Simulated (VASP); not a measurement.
# NaY (Pm-3m) in VASP: further runs

One crystal, NaY, is run at these levels: PBE; tasks: single point, relaxation of cell and atoms.

Program: VASP 6.6.1. These are calculated values, not measurements. Logs are shortened: lines on timing, memory, paths and dates and some standing lists are left out, and cuts for length are marked.

## Step 1: The cell of the first run

Symmetry: Pm-3m, No. 221, cubic system. Conventional cell: a = 4.012 Å, b = 4.012 Å, c = 4.012 Å, α = 90.00°, β = 90.00°, γ = 90.00°. Around Na (site symmetry m-3m) lie 8 Y at 3.47 Å. Y (site symmetry m-3m) is surrounded by 8 Na at 3.47 Å.

The cell was built by a generator and needn't be a form met in nature.

## Step 2: Single point, PBE (species swapped into the SmCd type (Pm-3m, No. 221))

Contents of INCAR:

```
SYSTEM = NaY
  ALGO = Fast
  EDIFF = 1E-6
  ENCUT = 520
  GGA = PE
  ISIF = 2
  ISMEAR = 0
  LASPH = .TRUE.
  LCHARG = .TRUE.
  LELF = .TRUE.
  LREAL = .FALSE.
  LVHAR = .TRUE.
  LWAVE = .FALSE.
  NBANDS = 16
  NELM = 100
  PREC = Accurate
  SIGMA = 0.1
```

Contents of KPOINTS:

```
k-points
0
G
  14 14 14
  0 0 0
```

Contents of POSCAR:

```
NaY
1.0
    4.0118858004      0.0000000000      0.0000000000
    0.0000000000      4.0118858004      0.0000000000
    0.0000000000      0.0000000000      4.0118858004
Na Y
1 1
Direct
    0.5000000000      0.5000000000      0.5000000000
    0.0000000000      0.0000000000      0.0000000000
```

Potentials or basis: VASP PAW PBE potentials, release 64 (Na_pv, Y_sv).

The run is started by

```bash
$ cat potpaw_PBE.64/Na_pv/POTCAR potpaw_PBE.64/Y_sv/POTCAR > POTCAR
$ mpirun -np 1 vasp_std > vasp.out
```

OUTCAR:

```text
SYSTEM = NaY
   EDIFF = 1E-6
   ENCUT = 520
   GGA = PE
   ISIF = 2
   ISMEAR = 0
   LASPH = .TRUE.
   LREAL = .FALSE.
   NELM = 100
   PREC = Accurate

 ion  position               nearest neighbor table
   1  0.500  0.500  0.500-   2 3.47   2 3.47   2 3.47   2 3.47   2 3.47   2 3.47   2 3.47   2 3.47

   2  0.000  0.000  0.000-   1 3.47   1 3.47   1 3.47   1 3.47   1 3.47   1 3.47   1 3.47   1 3.47

  LATTYP: Found a simple cubic cell.
 ALAT       =     4.0118858004

  Lattice vectors:

 A1 = (   4.0118858004,   0.0000000000,   0.0000000000)
 A2 = (   0.0000000000,   4.0118858004,   0.0000000000)
 A3 = (   0.0000000000,   0.0000000000,   4.0118858004)

Analysis of symmetry for initial positions (statically):
=====================================================================
 Subroutine PRICEL returns:
 Original cell was already a primitive cell.

 Routine SETGRP: Setting up the symmetry group for a
 simple cubic supercell.

 Subroutine GETGRP returns: Found 48 space group operations
 (whereof 48 operations were pure point group operations)
 out of a pool of 48 trial point group operations.

The static configuration has the point symmetry O_h .

Analysis of symmetry for dynamics (positions and initial velocities):
=====================================================================
 Subroutine PRICEL returns:
 Original cell was already a primitive cell.

 Routine SETGRP: Setting up the symmetry group for a
 simple cubic supercell.

 Subroutine GETGRP returns: Found 48 space group operations
 (whereof 48 operations were pure point group operations)
 out of a pool of 48 trial point group operations.

The dynamic configuration has the point symmetry O_h .

 Subroutine INISYM returns: Found 48 space group operations
 (whereof 48 operations are pure point group operations),
 and found     1 'primitive' translations

----------------------------------------------------------------------------------------

                                     Primitive cell

  volume of cell :      64.5722

  direct lattice vectors                    reciprocal lattice vectors
     4.011885800  0.000000000  0.000000000     0.249259338  0.000000000  0.000000000
     0.000000000  4.011885800  0.000000000     0.000000000  0.249259338  0.000000000
     0.000000000  0.000000000  4.011885800     0.000000000  0.000000000  0.249259338

  length of vectors
     4.011885800  4.011885800  4.011885800     0.249259338  0.249259338  0.249259338

  position of ions in fractional coordinates (direct lattice)
     0.500000000  0.500000000  0.500000000
     0.000000000  0.000000000  0.000000000

  ion indices of the primitive-cell ions
[... 80 lines left out ...]
   NFREE  =      0    steps in history (QN), initial steepest desc. (CG)
   ISIF   =      2    stress and relaxation
   ISYM   =      2    0-nonsym 1-usesym 2-fastsym
   POTIM  = 0.5000    time-step for ionic-motion
   TEBEG  =    0.0;   TEEND  =   0.0 temperature during run
   PSTRESS=    0.0 pullay stress
   NELECT =      18.0000    total number of electrons
   NUPDOWN=      -1.0000    fix difference up-down
   EMIN   =  10.00;   EMAX   =-10.00  energy-range for DOS
   EFERMI =   0.00;   METHOD = LEGACY
   ISMEAR =     0;   SIGMA  =   0.10  broadening in eV -4-tet -1-fermi 0-gaus
   EFERMI_NEDOS =   21; number of points for ismear=-14 and -15
   IALGO  =     68    algorithm
   IMIX   =      4    mixing-type and parameters
     AMIX     =   0.40;   BMIX     =  1.00
     AMIX_MAG =   1.60;   BMIX_MAG =  1.00
  volume/ion in A,a.u.               =      32.29       217.88
  Fermi-wavevector in a.u.,A,eV,Ry     =   1.069425  2.020921 15.560580  1.143670
  Thomas-Fermi vector in A             =   2.205104
   LORBIT       =      0    0 simple, 1 ext, 2 COOP (PROOUT), +10 PAW based schemes
   GGA     = PE    functional components
   LHFCALC =     F    Hartree Fock is set to
   AEXX    =    0.0000 exact exchange contribution
   IVDW    =     0    specifies the selected vdW correction
   LEPSILON=     F    determine dielectric tensor
   LRPA    =     F    only Hartree local field effects (RPA)
 non-spin polarized calculation
 RMM-DIIS sequential band-by-band and
 Gauss-broadening in eV      SIGMA  =   0.10
  energy-cutoff  :      520.00
  volume of cell :       64.57
 maximum number of plane-waves:      1763
 NGX is ok and might be reduce to    30
   NGX = 15   NGY = 15   NGZ = 15

 number of electron      17.9999978 magnetization

 Free energy of the ion-electron system (eV)
  ---------------------------------------------------
  ext. energy  EPLUGINS =         0.00000000
  ---------------------------------------------------
  free energy    TOTEN  =        -6.89906365 eV

  energy without entropy =       -6.88340558  energy(sigma->0) =       -6.89123461

 E-fermi :   1.8770     XC(G=0):  -8.3251

 val. band max:        1.8768784335   @ k =   0.2143   0.0000   0.0000
 cond. band min:       1.8777478175   @ k =   0.4286   0.4286   0.2857
 fundamental gap:      0.0008693839
 Fermi energy:         1.8770439478

 k-point     1 :       0.0000    0.0000    0.0000
  band No.  band energies     occupation
      1     -41.7314      2.00000
      2     -21.8026      2.00000
      3     -21.8026      2.00000
      4     -21.8026      2.00000
      5     -21.5989      2.00000
      6     -21.5989      2.00000
[... 433 lines left out ...]
      3     -21.7932      2.00000
      4     -21.7808      2.00000
      5     -21.6747      2.00000
      6     -21.6269      2.00000
[... 8 lines left out ...]
     15       7.3598      0.00000
     16       9.0283      0.00000

 [... further k-points ...]

------------------------ aborting loop because EDIFF is reached ----------------------------------------

  FORCE on cell =-STRESS in cart. coord.  units (eV):
  Direction    XX          YY          ZZ          XY          YZ          ZX
  --------------------------------------------------------------------------------------
  -------------------------------------------------------------------------------------
  Total        0.0018455      0.0018455      0.0018455     -0.0000000     -0.0000000      0.0000000
  in kB        0.0457916      0.0457916      0.0457916     -0.0000000     -0.0000000      0.0000000
  external PRESSURE =       0.0457916 kB  Pullay stress =       0.0000000 kB

 VOLUME and BASIS-vectors are now :
 -----------------------------------------------------------------------------
  energy-cutoff  :      520.00
  volume of cell :       64.57
      direct lattice vectors                 reciprocal lattice vectors
     4.011885800  0.000000000  0.000000000     0.249259338  0.000000000  0.000000000
     0.000000000  4.011885800  0.000000000     0.000000000  0.249259338  0.000000000
     0.000000000  0.000000000  4.011885800     0.000000000  0.000000000  0.249259338

 POSITION                                       TOTAL-FORCE (eV/Angst)
 -----------------------------------------------------------------------------------
      2.00594      2.00594      2.00594         0.000000      0.000000      0.000000
      0.00000      0.00000      0.00000         0.000000      0.000000      0.000000
 -----------------------------------------------------------------------------------
    total drift:                                0.000000      0.000000      0.000000

  FREE ENERGIE OF THE ION-ELECTRON SYSTEM (eV)
  ---------------------------------------------------
  free  energy   TOTEN  =        -6.8990636455 eV

  energy  without entropy=       -6.8834055806  energy(sigma->0) =       -6.89123461
```

stdout:

```text
POSCAR found type information on POSCAR NaY
 POSCAR found :  2 types and       2 ions
 scaLAPACK will be used
 LDA part: xc-table for (Slater+PW92), standard interpolation
 POSCAR, INCAR and KPOINTS ok, starting setup
 FFT: planning ... GRIDC
 FFT: planning ... GRID_SOFT
 FFT: planning ... GRID
 WAVECAR not read
 entering main loop
WARNING in EDDRMM: call to ZHEGV failed, returncode =   8  4      8
WARNING in EDDRMM: call to ZHEGV failed, returncode =   8  4      9
WARNING in EDDRMM: call to ZHEGV failed, returncode =   8  4     16
```

Run time: 80 s. Hardware: 1 thread of Intel Xeon 6975P-C (Granite Rapids), shared host; peak memory 0.27 GiB.

What came out:

| Quantity | Value |
| --- | --- |
| Free energy | -6.8991 eV |
| Pressure | 0.0 GPa |
| Band gap on the k mesh | none (metal or under the smearing width) |

Levels at points of the mesh, in eV from the Fermi level:
```tsv
k point	band 7	band 8	band 9	band 10	band 11	band 12
(0.00, 0.00, 0.00)	-23.48	-4.22	-0.18	-0.18	2.79	2.79
(0.50, 0.00, 0.00)	-23.49	-2.24	-1.23	0.33	1.57	1.57
(0.50, 0.50, 0.00)	-23.48	-1.10	-0.48	0.76	0.76	1.79
(0.50, 0.50, 0.50)	-23.57	-0.37	-0.37	-0.37	2.96	2.96
```

## Step 3: Relaxation of cell and atoms, PBE (species swapped into the SmCd type (Pm-3m, No. 221))

Contents of INCAR:

```
SYSTEM = NaY
PREC     = Accurate       ! precision mode
ENCUT    = 600            ! plane-wave cutoff, eV
EDIFF    = 1E-6           ! SCF threshold, eV
ISMEAR   = 0              ! smearing method
SIGMA    = 0.1            ! smearing width, eV
LREAL    = .FALSE.        ! projectors in reciprocal space
LASPH    = .TRUE.         ! aspherical terms in the spheres
NELM     = 60             ! most SCF steps
ALGO     = Fast           ! electronic algorithm
ISIF     = 3              ! what is computed and relaxed
LWAVE    = .FALSE.        ! write WAVECAR
LCHARG   = .FALSE.        ! write CHGCAR
GGA      = PE             ! functional
IBRION   = 2              ! ionic algorithm
NSW      = 100            ! ionic steps
EDIFFG   = -0.01          ! ionic threshold
```

Contents of KPOINTS:

```
Automatic mesh
0
G
  14 14 14
  0 0 0
```

Contents of POSCAR:

```
NaY
1.0
    3.9921626903      0.0000000000      0.0000000000
    0.0000000000      3.9921626903      0.0000000000
    0.0000000000      0.0000000000      3.9921626903
Na Y
1 1
Direct
    0.5000000000      0.5000000000      0.5000000000
    0.0000000000      0.0000000000      0.0000000000
```

Potentials or basis: VASP PAW PBE potentials, release 64 (Na_pv, Y_sv).

The run is started by

```bash
$ cat potpaw_PBE.64/Na_pv/POTCAR potpaw_PBE.64/Y_sv/POTCAR > POTCAR
$ mpirun -np 1 vasp_std > vasp.out
```

Wall time 2.3 min (1 thread of Intel Xeon 6975P-C (Granite Rapids), shared host); peak memory 0.31 GiB.

The run converged. Its results:

```yaml
Free_energy: -6.8990 eV
Relaxed_volume: 32.27 Å³/atom
Relaxed_cell: a = 4.011 Å, b = 4.011 Å, c = 4.011 Å, α = 90.00°, β = 90.00°, γ = 90.00°
Space_group_after_relaxing_to_0.05_Å: Pm-3m (No. 221)
Energy_gained_by_relaxing: 0.5 meV/atom
Ionic_steps: 3
Pressure_after_relaxing: 0.0 GPa
Band_gap_on_the_k_mesh: none (metal or under the smearing width)
```

The path:
| step | energy change (eV) | largest force (eV/Å) | pressure (GPa) | volume (Å³) |
| --- | --- | --- | --- | --- |
| 1 | 0.0000 | 0.0000 | 0.36 | 63.62 |
| 2 | -0.0009 | 0.0000 | 0.09 | 64.29 |
| 3 | -0.0010 | 0.0000 | -0.01 | 64.54 |

Final structure:
```
Na Y
1.0
     4.01129    0.00000    0.00000
     0.00000    4.01129    0.00000
     0.00000    0.00000    4.01129
Na Y
1 1
Direct
  0.50000 0.50000 0.50000
  0.00000 0.00000 0.00000
```

Levels at points of the mesh, in eV from the Fermi level:
```
           k point  band 5  band 6  band 7  band 8  band 9  band 10  band 11  band 12  band 13
(0.00, 0.00, 0.00)  -23.47  -23.47  -23.47   -4.22   -0.18    -0.18     2.80     2.80     2.80
(0.50, 0.00, 0.00)  -23.59  -23.49  -23.49   -2.24   -1.23     0.33     1.57     1.57     2.95
(0.50, 0.50, 0.00)  -23.52  -23.52  -23.48   -1.10   -0.48     0.76     0.76     1.79     1.79
(0.50, 0.50, 0.50)  -23.57  -23.57  -23.57   -0.37   -0.37    -0.37     2.96     2.96     2.96
```
